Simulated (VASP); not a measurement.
**YbO (space group Fm-3m): computed properties**

Calculation: SCAN meta-GGA, VASP's PBE PAW potentials (set 64) (plane waves; VASP).

space group: Fm-3m (225)
cell: a = b = c = 4.653 Å, α = β = γ = 90.00°
volume per atom: 12.59 Å³/atom
band gap (over mesh and band path): 3.81 eV
smallest direct gap (over mesh and band path): 3.93 eV
band-edge character without spin-orbit coupling: indirect, Γ to X
band gap with spin-orbit coupling: 3.74 eV
density: 12.47 g/cm³
mean ε∞ (independent particles): 3.80

```xyz
2
Lattice="0.0000 2.3264 2.3264 2.3264 0.0000 2.3264 2.3264 2.3264 0.0000" Properties=species:S:1:pos:R:3 pbc="T T T"
Yb     0.0000     0.0000     0.0000
O      2.3264     2.3264     2.3264
```

The 4f electrons are frozen in the core of the lanthanide potential, so 4f levels, which can set the real gap, and their magnetism are missing.

The structure comes from a measured YbO entry (Fm-3m) of the Crystallography Open Database, whose conditions weren't checked. It was relaxed first, which changed the volume by -12 %. Symmetry was kept, so distortions that lower it aren't found.
